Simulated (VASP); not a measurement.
Method: r2SCAN meta-GGA, VASP's PBE PAW potentials (set 64) (plane waves; VASP).

VASP input:

File POSCAR:
```
B2Rh
1
    3.0628872231     0.0000000000    -0.0000000000
   -1.5314436116     2.6525382226     0.0000000000
    0.0000000000     0.0000000000     3.1909789785
Rh B
1 2
Direct
  0.0000000000   0.0000000000   0.0000000000
  0.3333330000   0.6666670000   0.5000000000
  0.6666670000   0.3333330000   0.5000000000
```

INCAR:
```
EDIFFG=-0.01
LASPH=.TRUE.   # aspherical one-centre terms
LCHARG=.FALSE.
ENCUT=600   # plane-wave cut-off (eV)
ALGO=Normal   # blocked Davidson
SIGMA=0.1   # width (eV)
NSW=40   # most ionic steps
ISMEAR=1   # Methfessel-Paxton
PREC=Accurate
LMAXMIX=4
METAGGA=R2SCAN
PSTRESS=20
ISIF=3   # ions, shape and volume
SYSTEM=B2Rh
NELM=100   # most electronic steps
EDIFF=1E-7   # SCF stop (eV)
IBRION=2   # conjugate gradients
LMIXTAU=.TRUE.
LWAVE=.FALSE.
LREAL=.FALSE.
```

**KPOINTS**
```
Automatic mesh
0
Gamma
10 10 10
0 0 0
```

POTCAR, in this order: Rh_pv B (PBE.64 set). Program: vasp_std.

Output

File OSZICAR:
```
       N       E                     dE             d eps       ncg     rms          rms(c)
DAV:   1     0.147711287092E+03    0.14771E+03   -0.13479E+04  2352   0.174E+03
DAV:   2    -0.409234768551E+02   -0.18863E+03   -0.18560E+03  2610   0.442E+02
DAV:   3    -0.454839056402E+02   -0.45604E+01   -0.44948E+01  2946   0.698E+01
DAV:   4    -0.455189628260E+02   -0.35057E-01   -0.35052E-01  2604   0.627E+00
DAV:   5    -0.455193925220E+02   -0.42970E-03   -0.42969E-03  2988   0.675E-01    0.215E+01
DAV:   6    -0.389973463061E+02    0.65220E+01   -0.22790E+01  2454   0.566E+01    0.102E+01
DAV:   7    -0.383956614712E+02    0.60168E+00   -0.31800E+00  2418   0.251E+01    0.504E+00
DAV:   8    -0.384030721358E+02   -0.74107E-02   -0.18562E-01  2568   0.470E+00    0.177E+00
DAV:   9    -0.383944460554E+02    0.86261E-02   -0.27570E-02  2616   0.197E+00    0.436E-01
DAV:  10    -0.383943646411E+02    0.81414E-04   -0.14953E-02  2688   0.106E+00    0.163E-01
DAV:  11    -0.383974334255E+02   -0.30688E-02   -0.30094E-03  2700   0.542E-01    0.606E-02
DAV:  12    -0.383974017424E+02    0.31683E-04   -0.34967E-04  2700   0.213E-01    0.348E-02
DAV:  13    -0.383974922520E+02   -0.90510E-04   -0.12366E-04  2814   0.118E-01    0.101E-02
DAV:  14    -0.383974966707E+02   -0.44187E-05   -0.86599E-06  2706   0.407E-02    0.198E-03
DAV:  15    -0.383974933042E+02    0.33665E-05   -0.18388E-06  2646   0.159E-02    0.748E-04
DAV:  16    -0.383974953949E+02   -0.20906E-05   -0.25340E-07  2470   0.719E-03    0.544E-04
DAV:  17    -0.383974946376E+02    0.75721E-06   -0.49862E-08  1266   0.312E-03    0.203E-04
DAV:  18    -0.383974947247E+02   -0.87100E-07   -0.75812E-09  1212   0.108E-03
   1 F= -.38073874E+02 E0= -.38073879E+02  d E =-.380739E+02
```

OUTCAR:
```
------------------------ aborting loop because EDIFF is reached ----------------------------------------
  FORCE on cell =-STRESS in cart. coord.  units (eV):
  Direction    XX          YY          ZZ          XY          YZ          ZX
  --------------------------------------------------------------------------------------
  Total        0.3337611      0.3337611      0.3054365     -0.0000000     -0.0000000      0.0000000
  in kB       20.6266966     20.6266978     18.8762145     -0.0000000     -0.0000000      0.0000000
  external PRESSURE =       0.0432030 kB  Pullay stress =      20.0000000 kB
  volume of cell :       25.92
      direct lattice vectors                 reciprocal lattice vectors
     3.062887223  0.000000000  0.000000000     0.326489331  0.188498697  0.000000000
    -1.531443612  2.652538223  0.000000000     0.000000000  0.376997395  0.000000000
     0.000000000  0.000000000  3.190978979     0.000000000  0.000000000  0.313383450
 POSITION                                       TOTAL-FORCE (eV/Angst)
 -----------------------------------------------------------------------------------
      0.00000      0.00000      0.00000         0.000000      0.000000      0.000000
     -0.00000      1.76836      1.59549         0.000000      0.000000      0.000000
      1.53145      0.88418      1.59549        -0.000000      0.000000      0.000000
 -----------------------------------------------------------------------------------
    total drift:                                0.000000     -0.000000      0.000000
  FREE ENERGIE OF THE ION-ELECTRON SYSTEM (eV)
  ---------------------------------------------------
  free  energy   TOTEN  =       -38.3974947247 eV

  energy  without entropy=      -38.3975083683  energy(sigma->0) =      -38.39749927
  enthalpy is  TOTEN    =       -38.0738742331 eV   P V=        0.3236204916

 reached required accuracy - stopping structural energy minimisation
```
(Selected blocks of OUTCAR.)

**OUTCAR**
```
 val. band max:       10.9512797970   @ k =   0.2000   0.1000   0.2000

 cond. band min:      10.9953236503   @ k =   0.4000   0.2000   0.5000


 Fermi energy:        10.9647681531

 k-point     1 :       0.0000    0.0000    0.0000
  band No.  band energies     occupation
      1     -37.7557      2.00000
      2     -37.4629      2.00000
      3     -37.4629      2.00000
      4      -4.3362      2.00000
      5       5.5603      2.00000
      6       5.7155      2.00000
      7       5.7156      2.00000
      8       7.8736      2.00000
      9       8.6845      2.00000
     10       8.6845      2.00000
     11      12.6200     -0.00000
     12      12.6200     -0.00000
     13      15.9174      0.00000
     14      15.9174      0.00000

 k-point     2 :       0.1000    0.0000    0.0000
  band No.  band energies     occupation
      1     -37.7533      2.00000
      2     -37.4792      2.00000
      3     -37.4669      2.00000
      4      -4.1370      2.00000
      5       5.3561      2.00000
      6       5.6501      2.00000
      7       5.8185      2.00000
      8       7.0381      2.00000
      9       8.6384      2.00000
     10       9.7483      2.00000
     11      11.7807     -0.00000
     12      11.8967     -0.00000
     13      16.4233      0.00000
     14      17.0366      0.00000

 k-point     3 :       0.2000    0.0000    0.0000
  band No.  band energies     occupation
      1     -37.7471      2.00000
      2     -37.5215      2.00000
      3     -37.4773      2.00000
      4      -3.5531      2.00000
      5       4.4102      2.00000
      6       5.8082      2.00000
      7       6.0864      2.00000
      8       6.1566      2.00000
      9       8.5200      2.00000
     10      10.5705      2.00000
     11      10.8138      2.05442
     12      11.2556     -0.00031
     13      16.8700      0.00000
     14      18.5782      0.00000

 k-point     4 :       0.3000    0.0000    0.0000
  band No.  band energies     occupation
...
```

The structure was generated: B2Rh was put into the AlB2 type (P6/mmm), which need not be its known phase. It was relaxed first under an external pressure of 2 GPa. The electron count is odd and the run is not spin-polarised, which forces a metal.
